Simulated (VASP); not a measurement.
An input for Ansatz (written as the equivalent of a VASP run, and not itself run):

Ansatz 0.2 input:
```yaml
crystal:
  lattice:
    - [1.4447730, -2.5024203, 0.0000000]
    - [1.4447730, 2.5024203, 0.0000000]
    - [0.0000000, 0.0000000, 2.8190524]
  atoms:
    - { symbol: W, position: [0.0000000, 0.0000000, 0.0000000] }
    - { symbol: C, position: [0.3333330, 0.6666670, 0.5000000] }
kpoints:
  mp_grid: { grid: [14, 14, 13] }
hamiltonian:
  xc: lda
  pseudopotentials: { kind: paw }
scf:
  occupations: { method: methfessel_paxton, width: 0.1 }
  max_iter: 100
relax:
  max_steps: 40
  f_tol: 0.02
  cell: { p_target: 5 }
output: { forces: true, stress: true, eigenvalues: true }
```

### Question
Write the VASP files for the same calculation (LDA).

### Answer
This is not unique; one that fits is 
### KPOINTS
```
Automatic mesh
0
Gamma
14 14 13
0 0 0
```

### POSCAR
```
WC
1.0
  1.4447730069  -2.5024203268   0.0000000000
  1.4447730069   2.5024203268   0.0000000000
  0.0000000000   0.0000000000   2.8190523892
W C
1 1
Cartesian
  0.0000000000   0.0000000000   0.0000000000
  1.4447730069   0.8341417772   1.4095261946
```

### INCAR
```
! general
SYSTEM  = WC
PREC    = Accurate
ENCUT   = 620
LREAL   = .False.
LASPH   = .True.   ! aspherical one-centre terms

! electronic loop
EDIFF   = 1E-6   ! SCF stop (eV)
NELM    = 100   ! most electronic steps
ALGO    = Normal
LMAXMIX = 6

! smearing
ISMEAR  = 1   ! Methfessel-Paxton
SIGMA   = 0.1

! ions
IBRION  = 2
NSW     = 40   ! most ionic steps
ISIF    = 3   ! ions, shape and volume
EDIFFG  = -0.02
PSTRESS = 50   ! kbar

! output
LWAVE   = .False.
LCHARG  = .False.
```

POTCAR, in this order: W_sv C (LDA.64 set). Program: vasp_std.

Limits of the translation: each code has its own PAW files, so the cut-off isn't converted (ENCUT is set for VASP's; basis.ecutwfc is left out, and Ansatz then takes the one that its files recommend); Ansatz stops its SCF on the density residual and VASP on the energy change (EDIFF); Ansatz's lda is the Perdew-Wang form, while the LDA potentials of VASP carry Perdew-Zunger's.

The compound is WC in the wc structure. This run relaxes it under an external pressure of 5 GPa. Symmetry was kept, so distortions that lower it aren't found.
